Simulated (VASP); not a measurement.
Set up this calculation in VASP 6.6.1, as the native input.

```yaml
Task: relaxation of cell and atoms
Functional: PBE
Potentials_or_basis: VASP PAW PBE potentials, release 64 (Ti_sv, Si, Te)
Cutoff: 520 eV
k_mesh: 3 × 3 × 4
Occupations: gaussian, width 0.15 eV
Spin: no spin polarisation
Further_INCAR_settings: PREC = Normal; ALGO = Fast; EDIFF = 0.0001; IBRION = 2; EDIFFG = -0.08; NSW = 24; ISIF = 3
```

The structure of Ti2SiTe2 lies in POSCAR:

```
Ti2SiTe2
1.0
    2.9800748100     -5.0391538200      0.0000000000
    2.9800748100      5.0391538200      0.0000000000
   -1.9259503000      0.0000000000      4.1793305400
Ti Si Te
2 1 2
Direct
    0.0000000000      0.5000000000      0.5000000000
    0.5000000000      0.0000000000      0.5000000000
    0.5000000000      0.5000000000      0.5000000000
    0.8626218100      0.1373781900      0.0000000000
    0.1373781900      0.8626218100      0.0000000000
```

The cell was built by a generator and needn't be a form met in nature.

The input as run:

INCAR

```
SYSTEM = Ti2SiTe2
PREC = Normal
ENCUT = 520
EDIFF = 1E-4
ISMEAR = 0
SIGMA = 0.15
LREAL = .FALSE.
LASPH = .TRUE.
NELM = 60
ALGO = Fast
ISIF = 3
LWAVE = .FALSE.
LCHARG = .FALSE.
GGA = PE
IBRION = 2
NSW = 24
EDIFFG = -0.08
KPAR = 2
```

KPOINTS

```
regular mesh
0
G
  3 3 4
  0 0 0
```

Potentials or basis: VASP PAW PBE potentials, release 64 (Ti_sv, Si, Te).

Command:

```sh
$ cat potpaw_PBE.64/Ti_sv/POTCAR potpaw_PBE.64/Si/POTCAR potpaw_PBE.64/Te/POTCAR > POTCAR
$ mpirun -np 2 vasp_std > vasp.out
```

Results of the run:

```json
{"Relaxed volume": "23.49 Å³/atom", "Relaxed cell": "a = 5.409 Å, b = 5.409 Å, c = 4.467 Å, α = 90.05°, β = 90.05°, γ = 116.04°", "Space group after relaxing (to 0.05 Å)": "Cmmm (No. 65)", "Energy gained by relaxing": "709.9 meV/atom", "Ionic steps": "23", "Pressure after relaxing": "0.1 GPa", "Largest force after relaxing": "0.041 eV/Å", "Band gap on the k mesh": "none (metal or under the smearing width)"}
```

Caveat: the k mesh is coarse (spacing up to 0.44 Å⁻¹), so the values aren't converged; the relaxation stopped at a loose force limit of 0.08 eV/Å, so its end isn't a converged minimum.

Wall time 4.5 min on 2 MPI ranks on Intel(R) Xeon(R) 6975P-C (Granite Rapids) (shared host), peak memory 0.21 GiB a rank.
